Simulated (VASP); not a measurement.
Input:

```
CELL_PARAMETERS angstrom
      4.03283     0.00000     0.00000
      0.00000     4.03283     0.00000
      0.00000     0.00000     7.10104
ATOMIC_POSITIONS crystal
  Ca 0.00000 0.50000 0.00000
  Ca 0.50000 0.00000 0.50000
  S  0.00000 0.00000 0.25000
  S  0.00000 0.00000 0.75000
```

Method: PBE GGA, VASP's PBE PAW potentials (set 64) (plane waves; VASP 6.6.1). Settings: 300 eV cut-off, 7×7×4 Γ-centred mesh, Fermi-Dirac smearing of 0.10 eV, potentials Ca_sv S.

At this cut-off the stress carries a Pulay error, which pulls relaxed volumes low.

### Question
Estimate the energy per atom (σ→0), pressure, band gap (on the k-mesh) with the smallest direct gap where there is one.

### Answer

band gap (on the k-mesh): 0.85 eV
smallest direct gap (on the k-mesh): 0.85 eV
energy per atom (σ→0): -4.638 eV/atom
pressure: 3.09 GPa

The absolute energy has meaning only against runs of the same code, potentials and settings.

The structure was generated: CaS was put into an ordered model structure, which need not be its known phase. The cell was not relaxed at this level.
